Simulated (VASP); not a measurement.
A run of VASP 6.6.1 is set up as follows.

INCAR

```
ALGO = Fast
EDIFF = 1E-4
EDIFFG = -0.08
ENCUT = 520
GGA = PE
IBRION = 2
ISIF = 3
ISMEAR = 0
LASPH = T
LCHARG = F
LREAL = F
LWAVE = F
NELM = 60
NSW = 24
PREC = Normal
SIGMA = 0.15
```

Contents of KPOINTS:

```
k-points
0
Gamma
  5 5 5
```

The input POSCAR:

```
NbWS4
1.0
    1.6250000000      0.9381941900     13.3000000000
   -1.6250000000      0.9381941900     13.3000000000
    0.0000000000     -1.8763883700     13.3000000000
Nb W S
1 1 4
Direct
    0.0000000000      0.0000000000      0.0000000000
    0.5000000000      0.5000000000      0.5000000000
    0.8726000000      0.8726000000      0.8726000000
    0.7940000000      0.7940000000      0.7940000000
    0.3726000000      0.3726000000      0.3726000000
    0.2940000000      0.2940000000      0.2940000000
```

Potentials or basis: VASP PAW PBE potentials, release 64 (Nb_sv, W_sv, S).

Command:

```bash
$ cat potpaw_PBE.64/Nb_sv/POTCAR potpaw_PBE.64/W_sv/POTCAR potpaw_PBE.64/S/POTCAR > POTCAR
$ mpirun -np 1 vasp_std > vasp.out
```

**Question.** Predict the relaxed volume.

**Answer.** 20.48 Å³/atom.

**Question.** Predict the relaxed cell.

**Answer.** a = 13.401 Å, b = 13.401 Å, c = 13.401 Å, α = 14.02°, β = 14.02°, γ = 14.02°.

Stress tensor (GPa, compression positive):
```
-0.09  0.00  0.00
 0.00 -0.09  0.00
 0.00  0.00  0.28
```

Caveat: the k mesh is coarse (spacing up to 0.45 Å⁻¹), so the values aren't converged. Spin-orbit coupling is left out, which matters for the levels of W.
